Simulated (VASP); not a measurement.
# BiN (Pm-3m): band edges, masses and strain, part 2 of 3

Aim: the gap of BiN, the masses at its band edges and their response to strain. The cell is generated by rule, not measured, and may not be a known phase.

VASP 6.6.1, plane waves and PAW; the level of theory is named at each step.

So far. Step 3 (Bands on a dense mesh): At 19.5 GPa the cell is away from the equilibrium volume of this level: left free, it would expand.

The structure was built from a prototype and need not be the compound's stable phase.

## 4. Bands with spin-orbit coupling

This step: PBEsol, spin-orbit coupling; plane waves and PAW (Bi_d, N); invented cell (VASP 6.6.1).

Spin-orbit coupling can split and shift the band edges, more so for heavy elements, so the bands are solved again with spinors.

The input, INCAR:

```
SYSTEM = BiN
PREC = Accurate
ENCUT = 520
EDIFF = 1E-06
NELM = 100
ISMEAR = 0
SIGMA = 0.02
LREAL = .FALSE.
ALGO = Normal
GGA = PS
LNONCOLLINEAR = .TRUE.
MAGMOM = 0 0 0 0 0 0
NBANDS = 32
GGA_COMPAT = .FALSE.
LASPH = .TRUE.
LSORBIT = .TRUE.
LORBIT = 11
LWAVE = .FALSE.
LCHARG = .FALSE.
KPAR = 4
ISIF = 2
```

The input, POSCAR:

```
BiN
1.0
    3.0189600000      0.0000000000      0.0000000000
    0.0000000000      3.0189600000      0.0000000000
    0.0000000000      0.0000000000      3.0189600000
Bi N
1 1
Direct
    0.0000000000      0.0000000000      0.0000000000
    0.5000000000      0.5000000000      0.5000000000
```

The input, KPOINTS:

```
Automatic mesh
0
Gamma
10 10 10
0 0 0
```

The input, KPOINTS_OPT:

```
Line mode
16
Line-mode
Reciprocal
  0.00000000   0.00000000   0.00000000 GAMMA
  0.00000000   0.50000000   0.00000000 X

  0.00000000   0.50000000   0.00000000 X
  0.50000000   0.50000000   0.00000000 M

  0.50000000   0.50000000   0.00000000 M
  0.00000000   0.00000000   0.00000000 GAMMA

  0.00000000   0.00000000   0.00000000 GAMMA
  0.50000000   0.50000000   0.50000000 R

  0.50000000   0.50000000   0.50000000 R
  0.00000000   0.50000000   0.00000000 X

  0.50000000   0.50000000   0.00000000 M
  0.50000000   0.50000000   0.50000000 R
```

The projector-augmented-wave data sets are Bi_d and N (PBE family, release 64).

Started as:

```
> mpirun -np 4 vasp_ncl
```

What it wrote:

```text
[... set-up lines as in an earlier step ...]
 entering main loop
       N       E                     dE             d eps       ncg     rms          rms(c)
DAV:   1     0.229490597639E+03    0.22949E+03   -0.99768E+03  3680   0.168E+03
DAV:   2     0.147106287249E+02   -0.21478E+03   -0.20498E+03  3760   0.490E+02
DAV:   3    -0.114001891768E+02   -0.26111E+02   -0.25403E+02  4256   0.160E+02
DAV:   4    -0.124663665388E+02   -0.10662E+01   -0.10641E+01  4112   0.331E+01
DAV:   5    -0.125080174888E+02   -0.41651E-01   -0.41632E-01  5416   0.635E+00    0.713E+00
DAV:   6    -0.111020753587E+02    0.14059E+01   -0.81174E+00  5072   0.239E+01    0.362E+00
DAV:   7    -0.108915366151E+02    0.21054E+00   -0.98833E-01  4448   0.822E+00    0.154E+00
DAV:   8    -0.109337459715E+02   -0.42209E-01   -0.44172E-01  4064   0.457E+00    0.213E+00
DAV:   9    -0.108755398837E+02    0.58206E-01   -0.14272E-01  4432   0.288E+00    0.397E-01
DAV:  10    -0.108766443051E+02   -0.11044E-02   -0.11370E-02  4128   0.739E-01    0.235E-01
DAV:  11    -0.108765815542E+02    0.62751E-04   -0.25230E-04  4880   0.144E-01    0.137E-01
DAV:  12    -0.108765162590E+02    0.65295E-04   -0.82456E-05  4112   0.634E-02    0.590E-02
DAV:  13    -0.108765032085E+02    0.13050E-04   -0.10442E-05  4112   0.255E-02    0.318E-02
DAV:  14    -0.108764993475E+02    0.38611E-05   -0.30203E-06  3752   0.135E-02    0.203E-02
DAV:  15    -0.108764976621E+02    0.16853E-05   -0.19531E-06  3496   0.996E-03    0.856E-03
DAV:  16    -0.108764975925E+02    0.69636E-07   -0.79373E-07  2544   0.595E-03
   1 F= -.10876498E+02 E0= -.10876194E+02  d E =-.607156E-03  mag=    -0.0000    -0.0000    -0.0000
 Start KPOINTS_OPT (optional k-point list driver)
k-point batch [1-56\96]
       N       E                     dE             ncg
DAV:   1     0.973857958748E+04   -0.13370E+05     3728
DAV:   2    -0.235819055267E+04   -0.12097E+05     3688
DAV:   3    -0.386032369749E+04   -0.15021E+04     4304
DAV:   4    -0.392167800971E+04   -0.61354E+02     4216
DAV:   5    -0.392404796946E+04   -0.23700E+01     5592
DAV:   6    -0.392407366896E+04   -0.25699E-01     4416
DAV:   7    -0.392407432995E+04   -0.66099E-03     5592
DAV:   8    -0.392407433682E+04   -0.68720E-05     4184
DAV:   9    -0.392407433703E+04   -0.21270E-06     3008
k-point batch [57-96\96]
       N       E                     dE             ncg
DAV:   1     0.881922751871E+04   -0.28750E+05     2672
DAV:   2     0.665597513768E+03   -0.81536E+04     2704
DAV:   3    -0.273258176011E+03   -0.93886E+03     3096
DAV:   4    -0.310192320530E+03   -0.36934E+02     2872
DAV:   5    -0.311660450613E+03   -0.14681E+01     3840
DAV:   6    -0.311676736252E+03   -0.16286E-01     2984
DAV:   7    -0.311677222190E+03   -0.48594E-03     3880
DAV:   8    -0.311677226139E+03   -0.39490E-05     2496
DAV:   9    -0.311677226314E+03   -0.17526E-06     1808
```

Run time: 31 s. Hardware: 4 MPI ranks of AMD EPYC 9R45, shared host; peak memory 1.1 GiB.

From OUTCAR (step 4):

```text
The static configuration has the point symmetry O_h .

 Found     56 irreducible k-points:

   k-points           NKPTS =     56   k-points in BZ     NKDIM =     56   number of bands    NBANDS=     32

   NELECT =      20.0000    total number of electrons

 E-fermi :  11.2548

 k-point     1 :       0.0000    0.0000    0.0000
  band No.  band energies     occupation
    ...
     16       8.3851      1.00000
     17       9.0140      1.00000
     18       9.0140      1.00000
     19       9.0140      1.00000
     20       9.0140      1.00000
     21      17.7227      0.00000
     22      17.7227      0.00000
     23      18.9140      0.00000
     24      18.9140      0.00000
     25      18.9140      0.00000
    ...

 k-point     2 :       0.1000    0.0000    0.0000
  band No.  band energies     occupation
    ...
     16       8.4857      1.00000
     17       9.0771      1.00000
     18       9.0771      1.00000
     19       9.1405      1.00000
     20       9.1405      1.00000
     21      16.9975      0.00000
     22      16.9975      0.00000
     23      18.8448      0.00000
     24      18.8448      0.00000
     25      18.9883      0.00000
    ...

  Total        3.3929007      3.3929007      3.3929007     -0.0000000     -0.0000000      0.0000000
  in kB      197.5648386    197.5648386    197.5648386     -0.0000000     -0.0000000      0.0000000
  external PRESSURE =     197.5648386 kB  Pullay stress =       0.0000000 kB

 POSITION                                       TOTAL-FORCE (eV/Angst)
 -----------------------------------------------------------------------------------
      0.00000      0.00000      0.00000         0.000000      0.000000      0.000000
      1.50948      1.50948      1.50948         0.000000      0.000000      0.000000
 -----------------------------------------------------------------------------------
    total drift:                                0.000000     -0.000000     -0.000000

  FREE ENERGIE OF THE ION-ELECTRON SYSTEM (eV)
  ---------------------------------------------------
  free  energy   TOTEN  =       -10.8764975925 eV

  energy  without entropy=      -10.8758904368  energy(sigma->0) =      -10.87619401

 Spin-Orbit-Coupling matrix elements
 Ion:    1  E_soc:     -1.3027138
 Ion:    2  E_soc:     -0.0003468

 total charge
# of ion       s       p       d       tot
------------------------------------------
    1        1.606   1.137  10.033  12.776
    2        1.310   2.220   0.000   3.530
--------------------------------------------------
tot          2.916   3.357  10.033  16.306

 magnetization (x)
# of ion       s       p       d       tot
------------------------------------------
    1       -0.000   0.000  -0.000  -0.000
    2        0.000   0.000   0.000   0.000
--------------------------------------------------
tot         -0.000   0.000  -0.000   0.000

 magnetization (y)
# of ion       s       p       d       tot
------------------------------------------
    1        0.000  -0.000  -0.000   0.000
    2        0.000  -0.000   0.000  -0.000
--------------------------------------------------
tot          0.000  -0.000  -0.000   0.000

 magnetization (z)
# of ion       s       p       d       tot
------------------------------------------
    1       -0.000   0.000  -0.000  -0.000
    2        0.000   0.000   0.000   0.000
--------------------------------------------------
tot         -0.000   0.000  -0.000  -0.000

[... 7 parts as in an earlier step ...]

[... 5 further parts left out ...]
```

LASPH is on here and off in the session's scalar semilocal runs, so a comparison with those holds both changes.

Numbers from this step:

| Quantity | Value |
| --- | --- |
| SCF cycles | 16 |
| bands | 32 |
| irreducible k-points | 56 |
| free energy (TOTEN) | -10.88 eV |
| energy at zero smearing | -10.88 eV |
| Fermi energy | 11.25 eV |
| pressure | 19.76 GPa |

The spin moment in the PAW sphere vanishes on all atoms.

On-site spin-orbit energy by atom:

```
atom  on-site spin-orbit energy (eV)
 Bi1                           -1.30
  N2                            0.00
```

The electronic bands at the labelled points (eV, zero at the Fermi level; # counts the bands kept, so #1 is VASP's band 13):

```
          point     #7     #8     #9    #10    #11    #12    #13    #14
              Γ  -2.24  -2.24   6.47   6.47   7.66   7.66   7.66   7.66
0.47 of the way  -1.61  -1.61   3.79   3.79   6.67   6.67   8.06   8.06
              X  -0.64  -0.64   0.77   0.77   4.82   4.82   6.68   6.68
0.53 of the way  -0.63  -0.63   2.37   2.37   4.52   4.52   7.43   7.43
              M  -0.60  -0.60   3.47   3.47   4.62   4.62   9.31   9.31
0.47 of the way  -0.33  -0.33   1.67   1.67   4.99   4.99   7.47   7.47
              Γ  -2.24  -2.24   6.47   6.47   7.66   7.66   7.66   7.66
0.47 of the way  -0.30  -0.30   2.75   2.75   4.35   4.35   5.09   5.09
              R  -3.10  -3.10  -2.98  -2.98  -1.43  -1.43  -1.43  -1.43
0.47 of the way  -2.21  -2.21   0.13   0.13   2.50   2.50   5.68   5.68
              X  -0.64  -0.64   0.77   0.77   4.82   4.82   6.68   6.68
      jump to M  -0.60  -0.60   3.47   3.47   4.62   4.62   9.31   9.31
0.47 of the way  -1.84  -1.84   1.06   1.06   2.34   2.34   3.61   3.61
              R  -3.10  -3.10  -2.98  -2.98  -1.43  -1.43  -1.43  -1.43
```

Of the projections kept (Bi, N), the largest for each band there; the rest of the weight can lie on other orbitals:

```
point      #7      #8       #9      #10      #11      #12      #13      #14
    Γ  N 0.78  N 0.78  Bi 0.61  Bi 0.61  Bi 1.00  Bi 1.00  Bi 1.00  Bi 1.00
    X  N 0.94  N 0.94   N 0.74   N 0.74  Bi 0.99  Bi 0.99  Bi 1.00  Bi 1.00
    M  N 1.00  N 1.00   N 0.60   N 0.60   N 0.55   N 0.55  Bi 0.98  Bi 0.98
    Γ  N 0.78  N 0.78  Bi 0.61  Bi 0.61  Bi 1.00  Bi 1.00  Bi 1.00  Bi 1.00
    R  N 0.84  N 0.84   N 0.84   N 0.84  Bi 1.00  Bi 1.00  Bi 1.00  Bi 1.00
    X  N 0.94  N 0.94   N 0.74   N 0.74  Bi 0.99  Bi 0.99  Bi 1.00  Bi 1.00
```

## 5. Orbitals for bands with HSE06

This step: PBE; plane waves and PAW (Bi_d, N); invented cell (VASP 6.6.1).

The hybrid starts from PBE orbitals, which saves many expensive cycles.

The input, INCAR:

```
SYSTEM = BiN
PREC = Accurate
ENCUT = 520
EDIFF = 1E-05
NELM = 100
ISMEAR = 0
SIGMA = 0.02
LREAL = .FALSE.
ALGO = Normal
GGA = PE
NBANDS = 16
LORBIT = 11
LWAVE = .TRUE.
LCHARG = .FALSE.
KPAR = 4
```

POSCAR is that of step 4.

The input, KPOINTS:

```
Automatic mesh
0
Gamma
6 6 6
0 0 0
```

Started as:

```
> mpirun -np 4 vasp_std
```

What it wrote:

```text
[banner, memory and clock lines left out]
running    4 mpi-ranks, on    1 nodes
 distrk:  each k-point on    1 cores,    4 groups
 distr:  one band on    1 cores,    1 groups

 POSCAR found type information on POSCAR BiN
 POSCAR found :  2 types and       2 ions
 LDA part: xc-table for (Slater+PW92), standard interpolation
 POSCAR, INCAR and KPOINTS ok, starting setup
 FFT: planning ... GRIDC
 FFT: planning ... GRID_SOFT
 FFT: planning ... GRID
 WAVECAR not read
 entering main loop
       N       E                     dE             d eps       ncg     rms          rms(c)
DAV:   1     0.160468647243E+03    0.16047E+03   -0.10904E+04   640   0.164E+03
DAV:   2    -0.169836030253E+01   -0.16217E+03   -0.15725E+03   760   0.407E+02
DAV:   3    -0.110870824088E+02   -0.93887E+01   -0.91592E+01   760   0.952E+01
DAV:   4    -0.112628042912E+02   -0.17572E+00   -0.17570E+00   856   0.139E+01
DAV:   5    -0.112686922151E+02   -0.58879E-02   -0.58879E-02   848   0.223E+00    0.817E+00
DAV:   6    -0.946264475507E+01    0.18060E+01   -0.14636E+01   960   0.262E+01    0.423E+00
DAV:   7    -0.918550980139E+01    0.27713E+00   -0.14862E+00   784   0.808E+00    0.148E+00
DAV:   8    -0.919574950764E+01   -0.10240E-01   -0.23021E-01   752   0.391E+00    0.178E+00
DAV:   9    -0.917170514946E+01    0.24044E-01   -0.34037E-02   768   0.151E+00    0.244E-01
DAV:  10    -0.917168989391E+01    0.15256E-04   -0.90665E-04   848   0.221E-01    0.123E-01
DAV:  11    -0.917171943918E+01   -0.29545E-04   -0.76173E-05   848   0.840E-02    0.607E-02
DAV:  12    -0.917170408786E+01    0.15351E-04   -0.35785E-05   736   0.439E-02    0.341E-03
DAV:  13    -0.917170358498E+01    0.50288E-06   -0.58895E-07   408   0.698E-03
   1 F= -.91717036E+01 E0= -.91711643E+01  d E =-.107864E-02
 writing wavefunctions
```

Run time: 2 s. Hardware: 4 MPI ranks; peak memory 0.44 GiB.

Parts of OUTCAR (step 5):

```text
   k-points           NKPTS =     20   k-points in BZ     NKDIM =     20   number of bands    NBANDS=     16

   NELECT =      20.0000    total number of electrons

 E-fermi :  11.5802

 k-point     1 :       0.0000    0.0000    0.0000
  band No.  band energies     occupation
    ...
      6      -6.2329      2.00000
      7       3.6917      2.00000
      8       9.1490      2.00000
      9       9.1490      2.00000
     10       9.1490      2.00000
     11      19.1357      0.00000
     12      19.1357      0.00000
     13      19.9443      0.00000
     14      19.9443      0.00000
     15      19.9443      0.00000
    ...

  Total        4.5618599      4.5618599      4.5618599      0.0000000     -0.0000000      0.0000000
  in kB      265.6320334    265.6320334    265.6320334      0.0000000     -0.0000000      0.0000000
  external PRESSURE =     265.6320334 kB  Pullay stress =       0.0000000 kB

  FREE ENERGIE OF THE ION-ELECTRON SYSTEM (eV)
  ---------------------------------------------------
  free  energy   TOTEN  =        -9.1717035850 eV

  energy  without entropy=       -9.1706249413  energy(sigma->0) =       -9.17116426

[... 7 parts as in an earlier step ...]

[... 10 further parts left out ...]
```

The k-mesh is coarse for a metal.

Numbers from this step:

```
SCF cycles              : 13
bands                   : 16
irreducible k-points    : 20
free energy (TOTEN)     : -9.172 eV
energy at zero smearing : -9.171 eV
Fermi energy            : 11.58 eV
pressure                : 26.56 GPa
```

The run ends at a pressure of 26.56 GPa.

(Part 2 of 3 ends here.)

[Lines on the potential files, build, host, timing and source positions are cut from VASP's logs without a mark.]

[Logs are printed without paths, hosts, clocks, repeated set-up lines and the standing remarks that a program may print on its own settings, such as how far it seeks lower states.]

[Hosts, paths, dates, database ids (printed as entryN), source tags and the programs' standing remarks are cut or masked in the printed files.]

[In band tables of VASP the shares of atoms and orbitals are scaled to a sum of 1 inside the atoms' spheres.]

[Gaps and slopes under strain along one axis are those of the sampled path and mesh points; where strain splits equal valleys, another of them can be the edge.]
